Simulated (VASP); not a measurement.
# G0W0 gap of BAs against strain, part 3 of 4

Wanted: the deformation potential of the gap of BAs, from G0W0. The cell is of the zinc-blende type, one of the forms listed for this formula, which need not be the common one. The start is a cell from a database of measured crystal structures.

VASP 6.6.1, plane waves and PAW; the level of theory is named at each step.

So far, quasiparticle gap on the mesh (eV): step 4 (G0W0) 1.87. Also gap on the k-mesh (eV): step 3 (empty bands) 1.26; step 5 (ground state of a strained cell, scale 0.94) 1.21.

**7. G0W0, scale 0.94**

This step: G0W0 on PBE; plane waves and PAW (As_GW, B_GW) (VASP 6.6.1).

G0W0 on the strained cell, with unchanged settings.

INCAR

```
SYSTEM = BAs
PREC = Accurate
ENCUT = 340
ISMEAR = 0
SIGMA = 0.01
LREAL = .FALSE.
GGA = PE
NBANDS = 120
ALGO = EVGW0
NELMGW = 1
ENCUTGW = 150
NOMEGA = 48
PRECFOCK = Fast
NBANDSGW = 16
LWAVE = .FALSE.
LCHARG = .FALSE.
```

POSCAR

```
BAs
1.0
    0.0000000000      2.3397414207      2.3397414207
    2.3397414207      0.0000000000      2.3397414207
    2.3397414207      2.3397414207      0.0000000000
As B
1 1
Direct
    0.7500000000      0.7500000000      0.7500000000
    0.0000000000      0.0000000000      0.0000000000
```

KPOINTS

```
Automatic mesh
0
Gamma
6 6 6
0 0 0
```

The projector-augmented-wave data sets are As_GW and B_GW (PBE family, release 64).

Launch:

```bash
mpirun -np 8 vasp_std
```

The log of the run:

```text
[banner, memory and clock lines left out]
running    8 mpi-ranks, on    1 nodes
[...]
[... a notice as in an earlier step ...]

 [... a notice as in an earlier step ...]

 LDA part: xc-table for (Slater+PW92), standard interpolation
 found WAVECAR, reading the header
 POSCAR, INCAR and KPOINTS ok, starting setup
[...]
reading WAVECAR
 the WAVECAR file was read successfully
 initial charge from wavefunction
 available memory per node:     32.09 GB, setting MAXMEM to     32864

 The Fermi energy was updated, please check that it is located mid-gap
 values below the HOMO (VB) or above the LUMO (CB) will cause erroneous energies
 E-fermi :   7.4844

 calculate exact exchange contribution
 the WAVEDER file was read successfully
energies w=
    0.000    0.000    0.550    0.000    1.098    0.000    1.642    0.000
    2.179    0.000    2.708    0.000    3.229    0.000    3.740    0.000
    4.241    0.000    4.733    0.000    5.217    0.000    5.692    0.000
[...]
total number of BLAS operations        648.35 Gflops
NQ=  12   -0.3333    0.3333    0.0000,
|.........|.........|.........|.........|.........|.........|.........|.........
 performed       7655000 updates of chi_q(r,r)
 total number of BLAS operations        707.96 Gflops
NQ=  13    0.5000    0.5000    0.0000,
|.........|.........|.........|.........|.........|.........|.........|.........
 performed       8032000 updates of chi_q(r,r)
 total number of BLAS operations        743.14 Gflops
NQ=  14    0.5000    0.3333    0.1667,
|.........|.........|.........|.........|.........|.........|.........|.........
 performed       9000000 updates of chi_q(r,r)
 total number of BLAS operations        831.85 Gflops
NQ=  15   -0.3333    0.3333    0.1667,
|.........|.........|.........|.........|.........|.........|.........|.........
 performed       9907000 updates of chi_q(r,r)
 total number of BLAS operations        916.48 Gflops
NQ=  16   -0.3333    0.5000    0.1667,
|.........|.........|.........|.........|.........|.........|.........|.........
 performed      10641000 updates of chi_q(r,r)
 total number of BLAS operations        980.01 Gflops
 resolving degeneracies of screened two electron integrals

 calculate QP shifts <psi_nk| G(iteration)W_0 |psi_nk>: iteration 1
 entering main loop
```

Run time: 37 s. Hardware: 8 MPI ranks of AMD EPYC 9R45, shared host; peak memory 1.2 GiB.

From OUTCAR (step 7):

```text
 QP shifts <psi_nk| G(iteration)W_0 |psi_nk>: iteration 1
 for sc-GW calculations column KS-energies equals QP-energies in previous step
 and V_xc(KS)=  KS-energies - (<T + V_ion + V_H > + <T+V_H+V_ion>^1  + <V_x>^1)
 k-point   1 :       0.0000    0.0000    0.0000
  band No.  KS-energies  QP-energies   sigma(KS)   V_xc(KS)     V^pw_x(r,r')   Z            occupation Imag(sigma)
      1      -9.1143      -9.9359     -12.9493     -11.7839     -19.8833       0.7050       2.0000       1.2904
      2       6.8792       6.3359     -13.4491     -12.7625     -14.1937       0.7913       2.0000       0.0749
      3       6.8792       6.3359     -13.4491     -12.7625     -14.1937       0.7913       2.0000       0.0749
      4       6.8792       6.3359     -13.4491     -12.7625     -14.1937       0.7913       2.0000       0.0749
      5      10.2246      10.5267     -11.1667     -11.5495      -6.9041       0.7892       0.0000      -0.0596
      6      10.2246      10.5267     -11.1667     -11.5495      -6.9041       0.7892       0.0000      -0.0596
      7      10.2246      10.5267     -11.1667     -11.5495      -6.9041       0.7892       0.0000      -0.0596
      8      12.3310      12.8941     -11.9635     -12.7040      -6.4710       0.7603       0.0000      -0.1080
    ...

[... 2 parts as in an earlier step ...]

[... 1 further part left out ...]
[key lines of the parts left out:]
E-fermi :   7.4844
```

The gap is now 1.826 eV, -47 meV against the unstrained cell. Spin-orbit coupling is left out.

**8. Ground state of a strained cell, scale 0.97**

This step: PBE; plane waves and PAW (As_GW, B_GW) (VASP 6.6.1).

The volume is scaled by 0.97, at the same cutoff, mesh and band count, and the chain is run again.

INCAR

```
SYSTEM = BAs
PREC = Accurate
ENCUT = 340
EDIFF = 1E-08
NELM = 100
ISMEAR = 0
SIGMA = 0.01
LREAL = .FALSE.
ALGO = Normal
GGA = PE
NBANDS = 10
LORBIT = 11
LWAVE = .TRUE.
LCHARG = .FALSE.
KPAR = 8
```

POSCAR

```
BAs
1.0
    0.0000000000      2.3643720878      2.3643720878
    2.3643720878      0.0000000000      2.3643720878
    2.3643720878      2.3643720878      0.0000000000
As B
1 1
Direct
    0.7500000000      0.7500000000      0.7500000000
    0.0000000000      0.0000000000      0.0000000000
```

KPOINTS is that of step 7.

Launch:

```bash
mpirun -np 8 vasp_std
```

The log of the run:

```text
[... set-up lines as in an earlier step ...]
 entering main loop
       N       E                     dE             d eps       ncg     rms          rms(c)
DAV:   1     0.698114565837E+01    0.69811E+01   -0.32520E+03   320   0.580E+02
DAV:   2    -0.116238784946E+02   -0.18605E+02   -0.18134E+02   498   0.101E+02
DAV:   3    -0.120799395572E+02   -0.45606E+00   -0.45479E+00   380   0.141E+01
DAV:   4    -0.120844780399E+02   -0.45385E-02   -0.45382E-02   436   0.156E+00
[...]
DAV:  11    -0.113518265473E+02    0.72934E-06   -0.60973E-06   394   0.147E-02    0.413E-03
DAV:  12    -0.113518270224E+02   -0.47508E-06   -0.18477E-06   356   0.964E-03    0.606E-04
DAV:  13    -0.113518270258E+02   -0.34240E-08   -0.53988E-08   396   0.161E-03
   1 F= -.11351827E+02 E0= -.11351827E+02  d E =-.137214E-36
 writing wavefunctions
```

Elapsed: 1.2 s, on 8 MPI ranks; peak memory 0.73 GiB; 4.5 s of CPU time.

From OUTCAR (step 8):

```text
  Total        1.2565188      1.2565188      1.2565188      0.0000000      0.0000000     -0.0000000
  in kB       76.1556432     76.1556432     76.1556432      0.0000000      0.0000000     -0.0000000
  external PRESSURE =      76.1556432 kB  Pullay stress =       0.0000000 kB

 POSITION                                       TOTAL-FORCE (eV/Angst)
 -----------------------------------------------------------------------------------
      3.54656      3.54656      3.54656        -0.000000     -0.000000     -0.000000
      0.00000      0.00000      0.00000         0.000000      0.000000      0.000000
 -----------------------------------------------------------------------------------
    total drift:                               -0.000001     -0.000001     -0.000001

  FREE ENERGIE OF THE ION-ELECTRON SYSTEM (eV)
  ---------------------------------------------------
  free  energy   TOTEN  =       -11.3518270258 eV

  energy  without entropy=      -11.3518270258  energy(sigma->0) =      -11.35182703

[... 1 part as in an earlier step ...]

[... 2 further parts left out ...]
[key lines of the parts left out:]
E-fermi :   6.6050
```

The run ends at a pressure of 7.62 GPa.

**9. Empty bands, scale 0.97**

The empty bands are made again, for the run that follows.

INCAR

```
SYSTEM = BAs
PREC = Accurate
ENCUT = 340
ISMEAR = 0
SIGMA = 0.01
LREAL = .FALSE.
GGA = PE
NBANDS = 120
ALGO = Exact
NELM = 1
LWAVE = .TRUE.
LCHARG = .FALSE.
LOPTICS = .TRUE.
NEDOS = 1000
CSHIFT = 0.1
```

POSCAR is that of step 8.

KPOINTS is that of step 8.

Launch:

```bash
mpirun -np 8 vasp_std
```

The log of the run:

```text
[... set-up lines as in an earlier step ...]
 entering main loop
       N       E                     dE             d eps       ncg     rms          rms(c)
DIA:   1    -0.113518271224E+02   -0.11352E+02    0.00000E+00     0   0.000E+00
   1 F= -.11351827E+02 E0= -.11351827E+02  d E =-.163094E-26
 writing wavefunctions
 optical routines
 imaginary and real dielectric function
 recalculating local potential from charge density
 direction            1
 direction            2
 direction            3
```

Wall time 1.8 s (8 MPI ranks); peak memory 0.68 GiB.

OUTCAR, selected parts (step 9):

```text
  Total        1.2570887      1.2570887      1.2570887      0.0000000      0.0000000     -0.0000000
  in kB       76.1901838     76.1901838     76.1901838      0.0000000      0.0000000     -0.0000000
  external PRESSURE =      76.1901838 kB  Pullay stress =       0.0000000 kB

 POSITION                                       TOTAL-FORCE (eV/Angst)
 -----------------------------------------------------------------------------------
      3.54656      3.54656      3.54656        -0.000000      0.000000      0.000000
      0.00000      0.00000      0.00000         0.000000     -0.000000     -0.000000
 -----------------------------------------------------------------------------------
    total drift:                               -0.000001     -0.000001     -0.000001

  FREE ENERGIE OF THE ION-ELECTRON SYSTEM (eV)
  ---------------------------------------------------
  free  energy   TOTEN  =       -11.3518271224 eV

  energy  without entropy=      -11.3518271224  energy(sigma->0) =      -11.35182712

[... 2 parts as in an earlier step ...]

[... 1 further part left out ...]
[key lines of the parts left out:]
E-fermi :   6.5904
```

**10. G0W0, scale 0.97**

This step: G0W0 on PBE; plane waves and PAW (As_GW, B_GW) (VASP 6.6.1).

INCAR

```
SYSTEM = BAs
PREC = Accurate
ENCUT = 340
ISMEAR = 0
SIGMA = 0.01
LREAL = .FALSE.
GGA = PE
NBANDS = 120
ALGO = EVGW0
NELMGW = 1
ENCUTGW = 150
NOMEGA = 48
PRECFOCK = Fast
NBANDSGW = 16
LWAVE = .FALSE.
LCHARG = .FALSE.
```

POSCAR is that of step 9.

KPOINTS is that of step 9.

Launch:

```bash
mpirun -np 8 vasp_std
```

The log of the run:

```text
[banner, memory and clock lines left out]
running    8 mpi-ranks, on    1 nodes
[...]
[... a notice as in an earlier step ...]

 [... a notice as in an earlier step ...]

 LDA part: xc-table for (Slater+PW92), standard interpolation
 found WAVECAR, reading the header
 POSCAR, INCAR and KPOINTS ok, starting setup
[...]
reading WAVECAR
 the WAVECAR file was read successfully
 initial charge from wavefunction
 available memory per node:     32.40 GB, setting MAXMEM to     33177

 The Fermi energy was updated, please check that it is located mid-gap
 values below the HOMO (VB) or above the LUMO (CB) will cause erroneous energies
 E-fermi :   7.1365

 calculate exact exchange contribution
 the WAVEDER file was read successfully
energies w=
    0.000    0.000    0.539    0.000    1.076    0.000    1.609    0.000
    2.136    0.000    2.655    0.000    3.165    0.000    3.666    0.000
    4.157    0.000    4.640    0.000    5.114    0.000    5.580    0.000
[...]
total number of BLAS operations        675.09 Gflops
NQ=  12   -0.3333    0.3333    0.0000,
|.........|.........|.........|.........|.........|.........|.........|.........
 performed       7655000 updates of chi_q(r,r)
 total number of BLAS operations        743.24 Gflops
NQ=  13    0.5000    0.5000    0.0000,
|.........|.........|.........|.........|.........|.........|.........|.........
 performed       8032000 updates of chi_q(r,r)
 total number of BLAS operations        783.83 Gflops
NQ=  14    0.5000    0.3333    0.1667,
|.........|.........|.........|.........|.........|.........|.........|.........
 performed       9000000 updates of chi_q(r,r)
 total number of BLAS operations        877.58 Gflops
NQ=  15   -0.3333    0.3333    0.1667,
|.........|.........|.........|.........|.........|.........|.........|.........
 performed       9907000 updates of chi_q(r,r)
 total number of BLAS operations        962.21 Gflops
NQ=  16   -0.3333    0.5000    0.1667,
|.........|.........|.........|.........|.........|.........|.........|.........
 performed      10641000 updates of chi_q(r,r)
 total number of BLAS operations       1025.74 Gflops
 resolving degeneracies of screened two electron integrals

 calculate QP shifts <psi_nk| G(iteration)W_0 |psi_nk>: iteration 1
 entering main loop
```

Elapsed: 38 s, on 8 MPI ranks; peak memory 1.2 GiB.

From OUTCAR (step 10):

```text
 QP shifts <psi_nk| G(iteration)W_0 |psi_nk>: iteration 1
 for sc-GW calculations column KS-energies equals QP-energies in previous step
 and V_xc(KS)=  KS-energies - (<T + V_ion + V_H > + <T+V_H+V_ion>^1  + <V_x>^1)
 k-point   1 :       0.0000    0.0000    0.0000
  band No.  KS-energies  QP-energies   sigma(KS)   V_xc(KS)     V^pw_x(r,r')   Z            occupation Imag(sigma)
      1      -9.1768      -9.9734     -12.8537     -11.7175     -19.7390       0.7011       2.0000       1.2624
      2       6.5182       5.9780     -13.3569     -12.6726     -14.0909       0.7894       2.0000       0.0740
      3       6.5182       5.9780     -13.3569     -12.6726     -14.0909       0.7894       2.0000       0.0740
      4       6.5182       5.9780     -13.3569     -12.6726     -14.0909       0.7894       2.0000       0.0740
      5       9.8216      10.1194     -11.0890     -11.4676      -6.8295       0.7867       0.0000      -0.0595
      6       9.8216      10.1194     -11.0890     -11.4676      -6.8295       0.7867       0.0000      -0.0595
      7       9.8216      10.1194     -11.0890     -11.4676      -6.8295       0.7867       0.0000      -0.0595
      8      11.5609      12.1173     -11.9295     -12.6626      -6.5690       0.7591       0.0000      -0.0996
    ...

[... 2 parts as in an earlier step ...]

[... 1 further part left out ...]
[key lines of the parts left out:]
E-fermi :   7.1365
```

The gap is now 1.849 eV, -23 meV against the unstrained cell. Spin-orbit coupling is left out.

**11. Ground state of a strained cell, scale 1.03**

This step: PBE; plane waves and PAW (As_GW, B_GW) (VASP 6.6.1).

The volume is scaled by 1.03, at the same cutoff, mesh and band count, and the chain is run again.

INCAR

```
SYSTEM = BAs
PREC = Accurate
ENCUT = 340
EDIFF = 1E-08
NELM = 100
ISMEAR = 0
SIGMA = 0.01
LREAL = .FALSE.
ALGO = Normal
GGA = PE
NBANDS = 10
LORBIT = 11
LWAVE = .TRUE.
LCHARG = .FALSE.
KPAR = 8
```

POSCAR

```
BAs
1.0
    0.0000000000      2.4121500529      2.4121500529
    2.4121500529      0.0000000000      2.4121500529
    2.4121500529      2.4121500529      0.0000000000
As B
1 1
Direct
    0.7500000000      0.7500000000      0.7500000000
    0.0000000000      0.0000000000      0.0000000000
```

KPOINTS is that of step 10.

Launch:

```bash
mpirun -np 8 vasp_std
```

The log of the run:

```text
[... set-up lines as in an earlier step ...]
 entering main loop
       N       E                     dE             d eps       ncg     rms          rms(c)
DAV:   1     0.701018634162E+01    0.70102E+01   -0.32472E+03   320   0.571E+02
DAV:   2    -0.115250687415E+02   -0.18535E+02   -0.17704E+02   490   0.972E+01
DAV:   3    -0.119959858908E+02   -0.47092E+00   -0.47044E+00   390   0.145E+01
DAV:   4    -0.119988299532E+02   -0.28441E-02   -0.28436E-02   436   0.137E+00
[...]
DAV:  11    -0.113886944659E+02    0.78867E-06   -0.81473E-06   390   0.162E-02    0.429E-03
DAV:  12    -0.113886951789E+02   -0.71295E-06   -0.22211E-06   366   0.103E-02    0.612E-04
DAV:  13    -0.113886951701E+02    0.87597E-08   -0.61580E-08   408   0.172E-03
   1 F= -.11388695E+02 E0= -.11388695E+02  d E =-.254880E-17
 writing wavefunctions
```

Elapsed: 1.6 s, on 8 MPI ranks; peak memory 0.86 GiB.

OUTCAR, selected parts (step 11):

```text
  Total       -0.1946851     -0.1946851     -0.1946851     -0.0000000     -0.0000000      0.0000000
  in kB      -11.1122074    -11.1122074    -11.1122074     -0.0000000     -0.0000000      0.0000000
  external PRESSURE =     -11.1122074 kB  Pullay stress =       0.0000000 kB

 POSITION                                       TOTAL-FORCE (eV/Angst)
 -----------------------------------------------------------------------------------
      3.61823      3.61823      3.61823         0.000000      0.000000     -0.000000
      0.00000      0.00000      0.00000        -0.000000     -0.000000      0.000000
 -----------------------------------------------------------------------------------
    total drift:                               -0.000000     -0.000000     -0.000000

  FREE ENERGIE OF THE ION-ELECTRON SYSTEM (eV)
  ---------------------------------------------------
  free  energy   TOTEN  =       -11.3886951701 eV

  energy  without entropy=      -11.3886951701  energy(sigma->0) =      -11.38869517

[... 1 part as in an earlier step ...]

[... 2 further parts left out ...]
[key lines of the parts left out:]
E-fermi :   5.9061
```

The run ends at a pressure of -1.11 GPa.

**12. Empty bands, scale 1.03**

The empty bands are made again, for the run that follows.

INCAR

```
SYSTEM = BAs
PREC = Accurate
ENCUT = 340
ISMEAR = 0
SIGMA = 0.01
LREAL = .FALSE.
GGA = PE
NBANDS = 120
ALGO = Exact
NELM = 1
LWAVE = .TRUE.
LCHARG = .FALSE.
LOPTICS = .TRUE.
NEDOS = 1000
CSHIFT = 0.1
```

POSCAR is that of step 11.

KPOINTS is that of step 11.

Launch:

```bash
mpirun -np 8 vasp_std
```

The log of the run:

```text
[... set-up lines as in an earlier step ...]
 entering main loop
       N       E                     dE             d eps       ncg     rms          rms(c)
DIA:   1    -0.113886952681E+02   -0.11389E+02    0.00000E+00     0   0.000E+00
   1 F= -.11388695E+02 E0= -.11388695E+02  d E =-.630565E-22
 writing wavefunctions
 optical routines
 imaginary and real dielectric function
 recalculating local potential from charge density
 direction            1
 direction            2
 direction            3
```

Elapsed: 2 s, on 8 MPI ranks; peak memory 0.7 GiB; 10 s of CPU time.

OUTCAR, selected parts (step 12):

```text
  Total       -0.1940784     -0.1940784     -0.1940784      0.0000000     -0.0000000      0.0000000
  in kB      -11.0775786    -11.0775786    -11.0775786      0.0000000     -0.0000000      0.0000000
  external PRESSURE =     -11.0775786 kB  Pullay stress =       0.0000000 kB

 POSITION                                       TOTAL-FORCE (eV/Angst)
 -----------------------------------------------------------------------------------
      3.61823      3.61823      3.61823        -0.000000      0.000000     -0.000000
      0.00000      0.00000      0.00000         0.000000     -0.000000      0.000000
 -----------------------------------------------------------------------------------
    total drift:                               -0.000000     -0.000000     -0.000000

  FREE ENERGIE OF THE ION-ELECTRON SYSTEM (eV)
  ---------------------------------------------------
  free  energy   TOTEN  =       -11.3886952681 eV

  energy  without entropy=      -11.3886952681  energy(sigma->0) =      -11.38869527

[... 2 parts as in an earlier step ...]

[... 1 further part left out ...]
[key lines of the parts left out:]
E-fermi :   5.9149
```

(Part 3 of 4 ends here.)

[Lines on the potential files, build, host, timing and source positions are cut from VASP's logs without a mark.]

[Logs are printed without paths, hosts, clocks, repeated set-up lines and the standing remarks that a program may print on its own settings, such as how far it seeks lower states.]

[Hosts, paths, dates, database ids (printed as entryN), source tags and the programs' standing remarks are cut or masked in the printed files.]

[Pressures printed for these runs are not shown converged in the cutoff: they can be off by several GPa and have the wrong sign.]

[In band tables of VASP the shares of atoms and orbitals are scaled to a sum of 1 inside the atoms' spheres.]
